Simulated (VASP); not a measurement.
VASP runs on PbI2 (space group P-3m1) share one base input (PBEsol GGA, plane waves, VASP's PBE PAW potentials (set 64)) and change the settings named in each case.

INCAR:
```
SYSTEM=PbI2
PREC=Accurate; ENCUT=300; LREAL=.FALSE.
LASPH=.TRUE.
EDIFF=1E-6; NELM=100; ALGO=Normal
LMAXMIX=4
ISMEAR=-1; SIGMA=0.05
GGA=PS
ISIF=2
LWAVE=.FALSE.; LCHARG=.FALSE.
```

POSCAR:
```
PbI2
1
    4.7266230000     0.0000000000     0.0000000000
   -2.3633120000     4.0933760000     0.0000000000
    0.0000000000     0.0000000000     7.4362790000
Pb I
1 2
Direct
  0.0000000000   0.0000000000   0.0000000000
  0.6666670000   0.3333330000   0.7409500000
  0.3333330000   0.6666670000   0.2590500000
```

**KPOINTS**
```
kpoints
0
gamma
  8 8 5
0 0 0
```

POTCAR, in this order: Pb_d I (PBE.64 set). Program: vasp_std.

```
change                           E(σ→0) (eV/atom)  pressure (GPa)
-------------------------------  ----------------  --------------
base run                                  -3.0708           -2.47
KPOINTS 1×1×1 Γ-centred mesh              -1.1879            8.12
KPOINTS 2×2×1 Γ-centred mesh              -3.0073           -2.05
KPOINTS 3×3×2 Γ-centred mesh              -3.0662           -2.45
KPOINTS 4×4×2 Γ-centred mesh              -3.0689           -2.45
KPOINTS 5×5×3 Γ-centred mesh              -3.0703           -2.47
KPOINTS 6×6×3 Γ-centred mesh              -3.0707           -2.47
KPOINTS 7×7×4 Γ-centred mesh              -3.0708           -2.47
KPOINTS 9×9×5 Γ-centred mesh              -3.0708           -2.47
KPOINTS 11×11×6 Γ-centred mesh            -3.0708           -2.47
KPOINTS 13×13×7 Γ-centred mesh            -3.0708           -2.47
KPOINTS 16×16×9 Γ-centred mesh            -3.0708           -2.47
KPOINTS 20×20×11 Γ-centred mesh           -3.0708           -2.47
```
 Energies of different potentials or functionals have different zeros.  Unless said otherwise, spin-orbit coupling is left out, though it shifts the bands of the heavy elements here. At 300 eV the pressure can carry a Pulay error.

Left out are runs that ran out of time, are held back, or changed the cell or the kind of run, fixed moments of cells without a moment, rows past the twelfth, gaps on odd meshes, pressures of charged cells and columns that move by less than the noise.

The structure comes from a computed database's PbI2 entry; how it stands against other phases isn't given here. The cell was not relaxed at this level, its lattice was scaled by up to 2.5 %.
